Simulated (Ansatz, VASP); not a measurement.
BaTiH3 in VASP and in Ansatz

```
Ba Ti H
1.0
     4.00410    0.00000    0.00000
     0.00000    4.00410    0.00000
     0.00000    0.00000    4.00410
Ba Ti H
1 1 3
Cartesian
  2.0021 2.0021 2.0021
  0.0000 0.0000 0.0000
  2.0021 0.0000 0.0000
  0.0000 2.0021 0.0000
  0.0000 0.0000 2.0021
```

The cell was built by a generator and needn't be a form met in nature.

Alike in both runs: task relaxation of cell and atoms; functional PBEsol; k mesh 10 × 10 × 10; occupations gaussian, width 0.1 eV; no spin polarisation.

|  | VASP | Ansatz |
| --- | --- | --- |
| version | VASP 6.6.1 | Ansatz 0.2.0 |
| potentials or method | VASP PAW PBE potentials, release 64 (Ba_sv, Ti_sv, H) | scalar-relativistic, plane waves, PAW |
| plane-wave cutoff (eV) | 600 | 420 |
| valence electrons in the cell | 25 | 25 |

```tsv
	VASP	Ansatz	Ansatz less VASP
gap on the k mesh at the Fermi level, each at its own relaxed structure (eV)	none	none	-
relaxed volume (Å³/atom)	13.05	12.89	-0.160
relaxed cell length with the largest relative difference (Å)	4.026	4.009	-0.0165
```

A gap of «none» marks a metal or a gap that the smearing closes.

Caveats: the PAW data sets were made with another functional, which shifts forces and pressure a little (VASP). Spin-orbit coupling is left out, which matters for the levels of Ba.
